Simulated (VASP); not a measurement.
VASP input:

POSCAR:
```
VSi
1.0
  4.1896893917   0.0000000000   0.0000000000
 -2.0948446958   3.6283770756   0.0000000000
  0.0000000000   0.0000000000   4.7145501624
V Si
2 2
Cartesian
 -0.0000020948   2.4189192599   4.4199149388
  2.0948467907   1.2094578157   2.0626398576
 -0.0000020948   2.4189192599   2.0625915345
  2.0948467907   1.2094578157   4.4198666157
```

INCAR:
```
! general
SYSTEM  = VSi
PREC    = Accurate
ENCUT   = 400
LREAL   = .False.
LASPH   = .True.

! electronic loop
EDIFF   = 1E-6
NELM    = 100
ALGO    = Normal
LMAXMIX = 4
LMIXTAU = .True.

! smearing
ISMEAR  = 1
SIGMA   = 0.1

! functional
METAGGA = R2SCAN

! spin
ISPIN   = 2
MAGMOM  = 2*0.9 2*-0.1

! ions
IBRION  = 2
NSW     = 60
ISIF    = 3
EDIFFG  = -0.02

! output
LWAVE   = .False.
LCHARG  = .False.
LORBIT  = 10
```

**KPOINTS**
```
Automatic mesh
0
Gamma
8 8 6
0 0 0
```

POTCAR, in this order: V_sv Si (PBE.64 set). Program: vasp_std.

Write an equivalent input for Ansatz.

One equivalent input (not run):
Ansatz 0.2 input:
```yaml
crystal:
  lattice:
    - [4.1896894, 0.0000000, 0.0000000]
    - [-2.0948447, 3.6283771, 0.0000000]
    - [0.0000000, 0.0000000, 4.7145502]
  atoms:
    - { symbol: V, position: [0.3333330, 0.6666670, 0.9375051], spin: 0.9 }
    - { symbol: V, position: [0.6666670, 0.3333330, 0.4375051], spin: 0.9 }
    - { symbol: Si, position: [0.3333330, 0.6666670, 0.4374949], spin: -0.1 }
    - { symbol: Si, position: [0.6666670, 0.3333330, 0.9374949], spin: -0.1 }
kpoints:
  mp_grid: { grid: [8, 8, 6] }
hamiltonian:
  xc: r2scan
  pseudopotentials: { kind: paw }
magnetization: { spin_polarized: true }
scf:
  occupations: { method: methfessel_paxton, width: 0.1 }
  max_iter: 100
relax:
  max_steps: 60
  f_tol: 0.02
  cell: {}
output: { forces: true, stress: true, eigenvalues: true }
```
Limits of the translation: each code has its own PAW files, so the cut-off isn't converted (ENCUT is set for VASP's; basis.ecutwfc is left out, and Ansatz then takes the one that its files recommend); Ansatz stops its SCF on the density residual and VASP on the energy change (EDIFF).

The structure was generated: VSi was put into the wurtzite type (P6_3mc), which need not be its known phase. It was relaxed first, which changed the volume by -37 %. The relaxed cell has space group P6_3/mmc. The start is the result of an earlier pass.
